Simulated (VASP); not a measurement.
Input:

```xyz
2
Lattice="1.7138 -2.9685 0.0000 1.7138 2.9685 0.0000 0.0000 0.0000 5.4224" Properties=species:S:1:pos:R:3 pbc="T T T"
Tl     1.7138     0.9895     1.3556
Tl     1.7138    -0.9895     4.0668
```

All values below come from PBE GGA, VASP's PBE PAW potentials (set 64) (plane waves; VASP). Run with 480 eV cut-off, 12×12×6 Γ-centred mesh, first-order Methfessel-Paxton smearing of 0.10 eV, potentials Tl_d.

Unless said otherwise, spin-orbit coupling is left out, though it shifts the bands of the heavy elements here.

**Question.** Predict the energy per atom (σ→0), pressure, band gap (on the k-mesh) with the smallest direct gap where there is one.

**Answer.** 
```yaml
band gap (on the k-mesh): none (metal, semimetal or under 0.01 eV)
energy per atom (σ→0): -2.178 eV/atom
pressure: 5.04 GPa
```

The absolute energy has meaning only against runs of the same code, potentials and settings.

The compound is Tl in the hcp structure. It was relaxed first under an external pressure of 5 GPa.
